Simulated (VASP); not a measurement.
An input for Quantum ESPRESSO's pw.x (written as the equivalent of a VASP run, and not itself run):

```
&CONTROL
  calculation = 'scf'
  pseudo_dir = './pseudo'
  outdir = './out'
  tprnfor = .true.
  tstress = .true.
/
&SYSTEM
  ibrav = 0
  nat = 8
  ntyp = 3
  ecutwfc = 84
  occupations = 'smearing'
  smearing = 'gaussian'
  degauss = 0.003675
  input_dft = 'pbe'
/
&ELECTRONS
  conv_thr = 7.3e-08
  electron_maxstep = 100
/
ATOMIC_SPECIES
  Ga 69.723 Ga.upf
  P 30.974 P.upf
  As 74.922 As.upf
CELL_PARAMETERS angstrom
     5.6817630    0.0000000   -0.0000000
     0.0000000    5.6817630    0.0000000
    -0.0000000   -0.0000000    5.6817630
ATOMIC_POSITIONS crystal
  Ga   0.0047694  0.0047694  0.0047694
  Ga   0.4952306  0.4952306  0.0047694
  Ga   0.4952306  0.0047694  0.4952306
  Ga   0.0047694  0.4952306  0.4952306
  P    0.2500000  0.2500000  0.2500000
  As   0.7500000  0.7500000  0.2500000
  As   0.7500000  0.2500000  0.7500000
  As   0.2500000  0.7500000  0.7500000
K_POINTS automatic
  4 4 4 0 0 0
```

Q: Write the VASP files for the same calculation (PBE).

A: Several could match; the one computed here: 
### INCAR
```
SYSTEM = Ga4As3P
PREC = Accurate
ENCUT = 400
EDIFF = 1E-6
NELM = 100
ALGO = Normal
LREAL = .FALSE.
LASPH = .TRUE.
ISMEAR = 0
SIGMA = 0.05
GGA = PE
LMAXMIX = 4
LWAVE = .FALSE.
LCHARG = .TRUE.
```

### POSCAR
```
Ga4As3P
1
    5.6817630111     0.0000000000    -0.0000000000
    0.0000000000     5.6817630111     0.0000000000
   -0.0000000000    -0.0000000000     5.6817630111
Ga P As
4 1 3
Direct
  0.0047694185   0.0047694185   0.0047694185
  0.4952305815   0.4952305815   0.0047694185
  0.4952305815   0.0047694185   0.4952305815
  0.0047694185   0.4952305815   0.4952305815
  0.2500000000   0.2500000000   0.2500000000
  0.7500000000   0.7500000000   0.2500000000
  0.7500000000   0.2500000000   0.7500000000
  0.2500000000   0.7500000000   0.7500000000
```

File KPOINTS:
```
Automatic mesh
0
Gamma
4 4 4
0 0 0
```

POTCAR, in this order: Ga_d P As (PBE.64 set). Program: vasp_std.

The two are equivalent in intent, not identical: the potentials are each code's own (VASP's PAW set, PseudoDojo norm-conserving files in pw.x), so ENCUT and ecutwfc are chosen apart and not converted; conv_thr bounds pw.x's estimated SCF error, while EDIFF bounds the energy change between steps.

The structure was generated: Ga4As3P was put into an ordered model structure (P-43m), which need not be its known phase. It was relaxed first.
